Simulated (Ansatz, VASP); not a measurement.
## Hf3BiPt in VASP and in Ansatz

```
Hf Bi Pt
1.0
     5.10527    0.00000    0.00000
     0.00000    5.10527    0.00000
     0.00000    0.00000    5.10527
Hf Bi Pt
3 1 1
Direct
  0.00000 0.50000 0.50000
  0.50000 0.00000 0.50000
  0.50000 0.50000 0.00000
  0.00000 0.00000 0.00000
  0.50000 0.50000 0.50000
```

Alike in both runs: functional PBE; k mesh 8 × 8 × 8; occupations gaussian, width 0.1 eV; no spin polarisation.

Ansatz relaxed the structure, and its values are those at the end. VASP's run is a single point on that final structure, the one shown.

|  | VASP | Ansatz |
| --- | --- | --- |
| version | VASP 6.6.1 | Ansatz 0.2.0 |
| potentials or method | VASP PAW PBE potentials, release 64 (Hf_pv, Bi_d, Pt) | scalar-relativistic, plane waves, PAW |
| plane-wave cutoff (eV) | 520 | 420 |
| valence electrons in the cell | 55 | 111 |

Ansatz gave:

- gap on the k mesh at the Fermi level (eV): none
- pressure (GPa): 0.0

Question: Estimate VASP's values.

Answer: gap on the k mesh at the Fermi level (eV): none; pressure (GPa): -0.8.

A gap of «none» marks a metal or a gap that the smearing closes. The functional is the same, so the differences come from potentials, cutoffs and numerics. The two sets of potentials don't hold the same shells in valence.

Caveats: spin-orbit coupling is left out, which moves the levels of the heavy elements.
